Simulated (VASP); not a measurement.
# Zn2CdSeS2 (P3m1) in VASP: notebook

One crystal, Zn2CdSeS2, is run at these levels: PBE; tasks: relaxation of cell and atoms.

All numbers are computed with VASP 6.6.1; they aren't measurements. Logs are shortened: lines on timing, memory, paths and dates and some standing lists are left out, and cuts for length are marked.

**1. The crystal as given**

Symmetry: P3m1, No. 156, trigonal system. The conventional cell has a = 4.018 Å, b = 4.018 Å, c = 9.961 Å, α = 90.00°, β = 90.00°, γ = 120.00°. Zn (site symmetry 3m) has 4 S at 2.34 to 2.43 Å as nearest neighbours. Around Zn (site symmetry 3m) lie 3 S at 2.42 Å and 1 Se at 2.47 Å. Cd (site symmetry 3m) has 1 S at 2.55 Å and 3 Se at 2.61 Å as nearest neighbours. Around Se (site symmetry 3m) lie 1 Zn at 2.47 Å and 3 Cd at 2.61 Å. S (site symmetry 3m) is surrounded by 3 Zn at 2.43 Å and 1 Cd at 2.55 Å. S (site symmetry 3m) has 4 Zn at 2.34 to 2.42 Å as nearest neighbours.

The cell was built by a generator and needn't be a form met in nature.

**2. Relaxation of cell and atoms, PBE**

INCAR reads:

```
SYSTEM = Zn2CdSeS2
PREC = Accurate
ENCUT = 520
EDIFF = 1E-6
ISMEAR = 0
SIGMA = 0.03
LREAL = .False.
LASPH = .True.
NELM = 120
ALGO = Normal
ISIF = 3
LWAVE = .False.
LCHARG = .False.
GGA = PE
IBRION = 2
NSW = 90
EDIFFG = -0.01
KPAR = 4
```

KPOINTS reads:

```
regular mesh
0
Gamma
  8 8 4
  0 0 0
```

POSCAR reads:

```
Zn2CdSeS2
1.0
    4.0181342000      0.0000000000      0.0000000000
   -2.0090671000      3.4798063000      0.0000000000
    0.0000000000      0.0000000000      9.9610000000
Zn Cd Se S
2 1 1 2
Direct
    0.3333333300      0.6666666700      0.3425358900
    0.6666666700      0.3333333300      0.6475253500
    0.0000000000      0.0000000000      0.0153599000
    0.6666666700      0.3333333300      0.8956932000
    0.0000000000      0.0000000000      0.2708563400
    0.3333333300      0.6666666700      0.5779540200
```

Potentials or basis: VASP PAW PBE potentials, release 64 (Zn, Cd, Se, S).

Started as:

```console
$ cat potpaw_PBE.64/Zn/POTCAR potpaw_PBE.64/Cd/POTCAR potpaw_PBE.64/Se/POTCAR potpaw_PBE.64/S/POTCAR > POTCAR
$ mpirun -np 4 vasp_std > vasp.out
```

OUTCAR:

```text
SYSTEM = Zn2CdSeS2
   PREC = Accurate
   ENCUT = 520
   EDIFF = 1E-6
   ISMEAR = 0
   LREAL = .False.
   LASPH = .True.
   NELM = 120
   ISIF = 3
   GGA = PE
   IBRION = 2
   NSW = 90
   EDIFFG = -0.01

 ion  position               nearest neighbor table
   1  0.333  0.667  0.343-   6 2.34   5 2.43   5 2.43   5 2.43
   2  0.667  0.333  0.648-   6 2.42   6 2.42   6 2.42   4 2.47
   3  0.000  0.000  0.015-   5 2.55   4 2.61   4 2.61   4 2.61
   4  0.667  0.333  0.896-   2 2.47   3 2.61   3 2.61   3 2.61
   5  0.000  0.000  0.271-   1 2.43   1 2.43   1 2.43   3 2.55
   6  0.333  0.667  0.578-   1 2.34   2 2.42   2 2.42   2 2.42

  LATTYP: Found a hexagonal cell.
 ALAT       =     4.0181342000
 C/A-ratio  =     2.4790112784

  Lattice vectors:

 A1 = (   4.0181342000,   0.0000000000,   0.0000000000)
 A2 = (  -2.0090671000,   3.4798063000,   0.0000000000)
 A3 = (   0.0000000000,   0.0000000000,   9.9610000000)

Analysis of symmetry for initial positions (statically):
=====================================================================
 Subroutine PRICEL returns:
 Original cell was already a primitive cell.

 Routine SETGRP: Setting up the symmetry group for a
 hexagonal supercell.

 Subroutine GETGRP returns: Found  6 space group operations
 (whereof  6 operations were pure point group operations)
 out of a pool of 24 trial point group operations.

The static configuration has the point symmetry C_3v.

Analysis of symmetry for dynamics (positions and initial velocities):
=====================================================================
 Subroutine PRICEL returns:
 Original cell was already a primitive cell.

 Routine SETGRP: Setting up the symmetry group for a
 hexagonal supercell.

 Subroutine GETGRP returns: Found  6 space group operations
 (whereof  6 operations were pure point group operations)
 out of a pool of 24 trial point group operations.

The dynamic configuration has the point symmetry C_3v.

 Subroutine INISYM returns: Found  6 space group operations
 (whereof  6 operations are pure point group operations),
 and found     1 'primitive' translations

----------------------------------------------------------------------------------------

                                     Primitive cell

  volume of cell :     139.2780

  direct lattice vectors                    reciprocal lattice vectors
     4.018134200  0.000000000  0.000000000     0.248871728  0.143686159  0.000000000
    -2.009067100  3.479806300  0.000000000     0.000000000  0.287372317  0.000000000
     0.000000000  0.000000000  9.961000000     0.000000000  0.000000000  0.100391527

  length of vectors
     4.018134200  4.018134206  9.961000000     0.287372318  0.287372317  0.100391527

  position of ions in fractional coordinates (direct lattice)
     0.333333330  0.666666670  0.342535890
     0.666666670  0.333333330  0.647525350
     0.000000000  0.000000000  0.015359900
     0.666666670  0.333333330  0.895693200
     0.000000000  0.000000000  0.270856340
     0.333333330  0.666666670  0.577954020

  ion indices of the primitive-cell ions
   primitive index   ion index
                 1           1
                 2           2
                 3           3
                 4           4
                 5           5
                 6           6

----------------------------------------------------------------------------------------

 KPOINTS: regular mesh

Automatic generation of k-mesh.
 Grid dimensions read from file:
 generate k-points for:    8    8    4

 Generating k-lattice:

  Cartesian coordinates                     Fractional coordinates (reciprocal lattice)
     0.031108966  0.017960770  0.000000000     0.125000000  0.000000000  0.000000000
     0.000000000  0.035921540  0.000000000     0.000000000  0.125000000  0.000000000
     0.000000000  0.000000000  0.025097882     0.000000000  0.000000000  0.250000000

  Length of vectors
     0.035921540  0.035921540  0.025097882

  Shift w.r.t. Gamma in fractional coordinates (k-lattice)
     0.000000000  0.000000000  0.000000000

 Subroutine IBZKPT returns following result:
 ===========================================

 Found     35 irreducible k-points:

 Following reciprocal coordinates:
            Coordinates               Weight
  0.000000  0.000000  0.000000      1.000000
  0.125000 -0.000000  0.000000      6.000000
  0.250000 -0.000000  0.000000      6.000000
  0.375000  0.000000  0.000000      6.000000
  0.500000 -0.000000  0.000000      3.000000
  0.125000  0.125000  0.000000      6.000000
[... 16 lines left out ...]
 -0.125000  0.500000  0.250000     12.000000
  0.250000  0.250000  0.250000     12.000000
 [... further k-points ...]
   k-points           NKPTS =     35   k-points in BZ     NKDIM =     35   number of bands    NBANDS=     32
   number of dos      NEDOS =    301   number of ions     NIONS =      6
   total plane-waves  NPLWV =  72000
   dimension x,y,z NGX =    30 NGY =   30 NGZ =   80
   dimension x,y,z NGXF=    60 NGYF=   60 NGZF=  160
   ions per type =               2   1   1   2
   NGX,Y,Z   is equivalent  to a cutoff of  12.41, 12.41, 13.35 a.u.
   NGXF,Y,Z  is equivalent  to a cutoff of  24.82, 24.82, 26.70 a.u.
 SYSTEM =  Zn2CdSeS2
   PREC   = accura    normal or accurate (medium, high low for compatibility)
   ISTART =      0    job   : 0-new  1-cont  2-samecut
   ICHARG =      2    charge: 1-file 2-atom 10-const
   ISPIN  =      1    spin polarized calculation?
   LNONCOLLINEAR =      F non collinear calculations
   LSORBIT =      F    spin-orbit coupling
   LASPH  =      T    aspherical Exc in radial PAW
   ENCUT  =  520.0 eV  38.22 Ry    6.18 a.u.   7.47  7.47 18.52*2*pi/ulx,y,z
   NELM   =    120;   NELMIN=  2; NELMDL= -5     # of ELM steps
   EDIFF  = 0.1E-05   stopping-criterion for ELM
   LREAL  =      F    real-space projection
   EDIFFG = -.1E-01   stopping-criterion for IOM
   NSW    =     90    number of steps for IOM
   IBRION =      2    ionic relax: 0-MD 1-quasi-New 2-CG
   NFREE  =      1    steps in history (QN), initial steepest desc. (CG)
   ISIF   =      3    stress and relaxation
   ISYM   =      2    0-nonsym 1-usesym 2-fastsym
   POTIM  = 0.5000    time-step for ionic-motion
   TEBEG  =    0.0;   TEEND  =   0.0 temperature during run
   PSTRESS=    0.0 pullay stress
   NELECT =      54.0000    total number of electrons
   NUPDOWN=      -1.0000    fix difference up-down
   EMIN   =  10.00;   EMAX   =-10.00  energy-range for DOS
   EFERMI =   0.00;   METHOD = LEGACY
   ISMEAR =     0;   SIGMA  =   0.03  broadening in eV -4-tet -1-fermi 0-gaus
   EFERMI_NEDOS =   21; number of points for ismear=-14 and -15
   IALGO  =     38    algorithm
   IMIX   =      4    mixing-type and parameters
     AMIX     =   0.40;   BMIX     =  1.00
     AMIX_MAG =   1.60;   BMIX_MAG =  1.00
  volume/ion in A,a.u.               =      23.21       156.65
  Fermi-wavevector in a.u.,A,eV,Ry     =   1.193746  2.255853 19.388704  1.425030
  Thomas-Fermi vector in A             =   2.329753
   LORBIT       =      0    0 simple, 1 ext, 2 COOP (PROOUT), +10 PAW based schemes
   GGA     = PE    functional components
   LHFCALC =     F    Hartree Fock is set to
   AEXX    =    0.0000 exact exchange contribution
   IVDW    =     0    specifies the selected vdW correction
   LEPSILON=     F    determine dielectric tensor
   LRPA    =     F    only Hartree local field effects (RPA)
 conjugate gradient relaxation of ions
 non-spin polarized calculation
 Gauss-broadening in eV      SIGMA  =   0.03
  energy-cutoff  :      520.00
  volume of cell :      139.28
 maximum number of plane-waves:      3777
 NGX is ok and might be reduce to    30
   NGX = 15   NGY = 15   NGZ = 37

--------------------------------------- Ionic step        1  -------------------------------------------

 number of electron      54.0000012 magnetization

 Free energy of the ion-electron system (eV)
  ---------------------------------------------------
  ext. energy  EPLUGINS =         0.00000000
  ---------------------------------------------------
  free energy    TOTEN  =       -18.78967296 eV

  energy without entropy =      -18.78967296  energy(sigma->0) =      -18.78967296

------------------------ aborting loop because EDIFF is reached ----------------------------------------

  FORCE on cell =-STRESS in cart. coord.  units (eV):
  Direction    XX          YY          ZZ          XY          YZ          ZX
  --------------------------------------------------------------------------------------
  -------------------------------------------------------------------------------------
  Total       -0.2245999     -0.2245999      0.3168725      0.0000000      0.0000000      0.0000000
  in kB       -2.5836739     -2.5836739      3.6451272      0.0000000      0.0000000      0.0000000
  external PRESSURE =      -0.5074068 kB  Pullay stress =       0.0000000 kB
[... 185 lines left out ...]
  energy  without entropy=      -18.7914466119  energy(sigma->0) =      -18.79144661

--------------------------------------- Ionic step        6  -------------------------------------------

 number of electron      54.0000013 magnetization

 Free energy of the ion-electron system (eV)
  ---------------------------------------------------
  ext. energy  EPLUGINS =         0.00000000
  ---------------------------------------------------
  free energy    TOTEN  =       -18.79149968 eV

  energy without entropy =      -18.79149968  energy(sigma->0) =      -18.79149968

 E-fermi :   2.0517     XC(G=0):  -9.2159

 val. band max:        1.9306689246   @ k =   0.0000   0.0000   0.0000
 cond. band min:       2.5664884605   @ k =   0.0000   0.0000   0.0000
 fundamental gap:      0.6358195358
 Fermi energy:         2.0516578905

 k-point     1 :       0.0000    0.0000    0.0000
  band No.  band energies     occupation
      1     -11.3843      2.00000
      2     -10.9034      2.00000
      3     -10.6810      2.00000
      4      -6.1750      2.00000
      5      -6.1750      2.00000
      6      -6.1182      2.00000
[... 829 lines left out ...]
     31       6.5284      0.00000
     32       6.9354      0.00000

 [... further k-points ...]

------------------------ aborting loop because EDIFF is reached ----------------------------------------

  FORCE on cell =-STRESS in cart. coord.  units (eV):
  Direction    XX          YY          ZZ          XY          YZ          ZX
  --------------------------------------------------------------------------------------
  -------------------------------------------------------------------------------------
  Total        0.0092167      0.0092167      0.0224709     -0.0000000      0.0000000      0.0000000
  in kB        0.1061754      0.1061754      0.2588639     -0.0000000      0.0000000      0.0000000
  external PRESSURE =       0.1570716 kB  Pullay stress =       0.0000000 kB
[... 21 lines left out ...]
  FREE ENERGIE OF THE ION-ELECTRON SYSTEM (eV)
  ---------------------------------------------------
  free  energy   TOTEN  =       -18.7914996768 eV

  energy  without entropy=      -18.7914996768  energy(sigma->0) =      -18.79149968

 reached required accuracy - stopping structural energy minimisation
```

Wall time 75 s (4 MPI ranks of Intel Xeon 6975P-C (Granite Rapids), shared host); peak memory 0.38 GiB.

Results:

```yaml
Free_energy: -18.7915 eV
Relaxed_volume: 23.18 Å³/atom
Relaxed_cell: a = 4.006 Å, b = 4.006 Å, c = 10.007 Å, α = 90.00°, β = 90.00°, γ = 120.00°
Space_group_after_relaxing_to_0.05_Å: P3m1 (No. 156)
Energy_gained_by_relaxing: 0.3 meV/atom
Ionic_steps: 6
Pressure_after_relaxing: 0.0 GPa
Largest_force_after_relaxing: 0.005 eV/Å
Band_gap_on_the_k_mesh: 0.64 eV, direct
```

Forces in eV/Å, atoms in the order of the input:
```
Zn   0.000  0.000  0.001
Zn   0.000  0.000 -0.003
Cd   0.000  0.000 -0.001
Se   0.000  0.000  0.005
S    0.000  0.000 -0.002
S    0.000  0.000 -0.001
```

The path:
```
step  energy change (eV)  largest force (eV/Å)  pressure (GPa)  volume (Å³)
   1              0.0000                0.0600           -0.05       139.28
   2             -0.0013                0.0548            0.01       139.13
   3             -0.0013                0.0560            0.01       139.09
   4             -0.0016                0.0359            0.01       139.10
   5             -0.0018                0.0242           -0.01       139.13
   6             -0.0018                0.0054            0.02       139.08
```

Final structure:
```
CELL_PARAMETERS angstrom
4.00594 0.00000 0.00000
-2.00297 3.46924 0.00000
0.00000 0.00000 10.00741
ATOMIC_POSITIONS crystal
Zn 0.33333 0.66667 0.34223
Zn 0.66667 0.33333 0.64881
Cd 0.00000 0.00000 0.01534
Se 0.66667 0.33333 0.89559
S 0.00000 0.00000 0.27005
S 0.33333 0.66667 0.57790
```

Levels at points of the mesh, in eV from the valence-band top:
| k point | band 23 | band 24 | band 25 | band 26 | band 27 | band 28 | band 29 | band 30 | band 31 | band 32 |
| --- | --- | --- | --- | --- | --- | --- | --- | --- | --- | --- |
| (0.00, 0.00, 0.00) | -1.22 | -1.22 | -0.74 | 0.00 | 0.00 | 0.64 | 2.00 | 2.95 | 5.37 | 5.58 |
| (0.50, 0.00, 0.00) | -2.58 | -2.35 | -2.17 | -2.00 | -0.96 | 2.60 | 3.07 | 3.14 | 3.52 | 5.39 |
| (0.00, 0.00, 0.50) | -1.63 | -1.17 | -1.17 | -0.03 | -0.03 | 1.73 | 1.80 | 2.66 | 5.02 | 5.72 |
| (0.50, 0.00, 0.50) | -2.78 | -2.67 | -2.13 | -1.42 | -0.88 | 2.19 | 2.93 | 3.58 | 3.96 | 4.37 |

**3. Relaxation of cell and atoms, PBE**

Edit INCAR of step 2 so:

```diff
@@ -3,3 +3,3 @@
 ENCUT = 520
-EDIFF = 1E-6
+EDIFF = 1E-7
 ISMEAR = 0
@@ -15,4 +15,5 @@
 IBRION = 2
-NSW = 90
-EDIFFG = -0.01
+NSW = 60
+EDIFFG = -0.005
+POTIM = 0.3
 KPAR = 4
```

KPOINTS is that of step 2.

POSCAR reads:

```
Zn2CdSeS2                               
1.0
    4.0059356477      0.0000000000      0.0000000000
   -2.0029678239      3.4692420438     -0.0000000000
    0.0000000000      0.0000000000     10.0074091545
  Zn              Cd              Se              S             
     2     1     1     2
Direct
     0.3333333300000021    0.6666666699999979    0.3422348281616121
     0.6666666699999979    0.3333333300000021    0.6488075584275036
     0.0000000000000000    0.0000000000000000    0.0153450466253327
     0.6666666699999979    0.3333333300000021    0.8955871878475532
     0.0000000000000000    0.0000000000000000    0.2700491940411880
     0.3333333300000021    0.6666666699999979    0.5779008848968114
```

Potentials or basis: VASP PAW PBE potentials, release 64 (Zn, Cd, Se, S).

Started as:

```console
$ cat potpaw_PBE.64/Zn/POTCAR potpaw_PBE.64/Cd/POTCAR potpaw_PBE.64/Se/POTCAR potpaw_PBE.64/S/POTCAR > POTCAR
$ mpirun -np 4 vasp_std > vasp.out
```

It took 37 s on 4 MPI ranks of Intel Xeon 6975P-C (Granite Rapids), shared host; peak memory 0.37 GiB.

It converged, with:

```yaml
Free_energy: -18.7915 eV
Relaxed_volume: 23.18 Å³/atom
Relaxed_cell: a = 4.006 Å, b = 4.006 Å, c = 10.008 Å, α = 90.00°, β = 90.00°, γ = 120.00°
Space_group_after_relaxing_to_0.05_Å: P3m1 (No. 156)
Energy_gained_by_relaxing: 0.0 meV/atom
Ionic_steps: 2
Pressure_after_relaxing: 0.0 GPa
Largest_force_after_relaxing: 0.004 eV/Å
Band_gap_on_the_k_mesh: 0.64 eV, direct
```

Forces in eV/Å, atoms in the order of the input:
```
Zn   0.000  0.000  0.001
Zn   0.000  0.000 -0.002
Cd   0.000  0.000  0.000
Se   0.000  0.000  0.004
S    0.000  0.000 -0.001
S    0.000  0.000 -0.001
```

Final structure:
```
Zn Cd Se S
1.0
     4.00616    0.00000    0.00000
    -2.00308    3.46944    0.00000
     0.00000    0.00000   10.00829
Zn Cd Se S
2 1 1 2
Direct
  0.33333 0.66667 0.34224
  0.66667 0.33333 0.64880
  0.00000 0.00000 0.01534
  0.66667 0.33333 0.89560
  0.00000 0.00000 0.27004
  0.33333 0.66667 0.57790
```

Levels at points of the mesh, in eV from the valence-band top:
```tsv
k point	band 25	band 26	band 27	band 28	band 29	band 30
(0.00, 0.00, 0.00)	-0.74	0.00	0.00	0.64	2.00	2.95
(0.50, 0.00, 0.00)	-2.17	-2.00	-0.96	2.60	3.07	3.14
(0.00, 0.00, 0.50)	-1.17	-0.03	-0.03	1.73	1.80	2.66
(0.50, 0.00, 0.50)	-2.13	-1.42	-0.88	2.19	2.93	3.58
```
